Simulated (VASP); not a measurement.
Here is the system:

```
MgSn
1.0
    1.73559     1.00204     4.51417
   -1.73559     1.00204     4.51417
    0.00000    -2.00409     4.51417
Mg Sn
1 1
Direct
  0.00000   0.00000   0.00000
  0.50000   0.50000   0.50000
```

Level of theory: PBEsol GGA, VASP's PBE PAW potentials (set 64) (plane waves; VASP 6.6.1). Run with 400 eV cut-off, Gaussian smearing of 0.050 eV, potentials Mg Sn_d.

Unless said otherwise, spin-orbit coupling is left out, though it shifts the bands of the heavy elements here.

Question: Predict the band gap (along the path) with the smallest direct gap where there is one.

Answer: 
```
Property                                                      Value
-------------------------  ----------------------------------------
band gap (along the path)  none (metal, semimetal or under 0.01 eV)
```

Total energies compare only between runs with the same potentials, cut-off and functional.

The structure comes from a computed database's MgSn entry (R-3m); how it stands against other phases isn't given here. It was relaxed first.
